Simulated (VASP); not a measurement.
An input for Quantum ESPRESSO's pw.x (written as the equivalent of a VASP run, and not itself run):

```
&CONTROL
  calculation = 'scf'
  pseudo_dir = './pseudo'
  outdir = './out'
  tprnfor = .true.
  tstress = .true.
/
&SYSTEM
  ibrav = 0
  nat = 3
  ntyp = 2
  ecutwfc = 58
  occupations = 'tetrahedra'
  input_dft = 'vdw-df2-b86r'
/
&ELECTRONS
  conv_thr = 7.3e-09
  electron_maxstep = 100
/
ATOMIC_SPECIES
  Hf 178.490 Hf.upf
  S 32.060 S.upf
CELL_PARAMETERS angstrom
     1.8070977   -3.1299848   -0.0000000
     1.8070977    3.1299848    0.0000000
    -0.0000000   -0.0000000    5.8304253
ATOMIC_POSITIONS crystal
  Hf   0.0000000  0.0000000  0.0000000
  S    0.3333330  0.6666670  0.2492621
  S    0.6666670  0.3333330  0.7507379
K_POINTS automatic
  8 8 5 0 0 0
```

Question: Write the VASP files for the same calculation (rev-vdW-DF2).

Answer: This is not unique; one that fits is 
### KPOINTS
```
K-points
0
Gamma
  8 8 5
```

POSCAR:
```
HfS2
1
    1.8070977118    -3.1299848382    -0.0000000000
    1.8070977118     3.1299848382     0.0000000000
   -0.0000000000    -0.0000000000     5.8304252685
Hf S
1 2
Direct
  0.0000000000   0.0000000000   0.0000000000
  0.3333330000   0.6666670000   0.2492621459
  0.6666670000   0.3333330000   0.7507378541
```

**INCAR**
```
! general
SYSTEM  =HfS2
PREC    =Accurate
ENCUT   =520   ! plane-wave cut-off (eV)
LREAL   =.FALSE.
LASPH   =.TRUE.   ! aspherical one-centre terms

! electronic loop
EDIFF   =1E-7   ! SCF stop (eV)
NELM    =100   ! most electronic steps
ALGO    =Normal   ! blocked Davidson
LMAXMIX =6   ! l cut-off of mixed one-centre charges

! smearing
ISMEAR  =-5   ! tetrahedra, Bloechl

! functional
GGA     =MK
LUSE_VDW=.TRUE.
AGGAC   =0.0
PARAM1  =0.1234568
PARAM2  =0.7114
ZAB_VDW =-1.8867

! ions
ISIF    =2   ! forces and stress, cell fixed

! output
LWAVE   =.FALSE.
LCHARG  =.TRUE.
LORBIT  =11
NEDOS   =601

! other
LEFG    =.TRUE.
```

POTCAR, in this order: Hf_pv S (PBE.64 set). Program: vasp_std.

The two are equivalent in intent, not identical: the potentials are each code's own (VASP's PAW set, PseudoDojo norm-conserving files in pw.x), so ENCUT and ecutwfc are chosen apart and not converted; conv_thr bounds pw.x's estimated SCF error, while EDIFF bounds the energy change between steps; the field gradients of LEFG aren't asked of the other code.

The compound is HfS2 in the 1T layered structure. It was relaxed first.
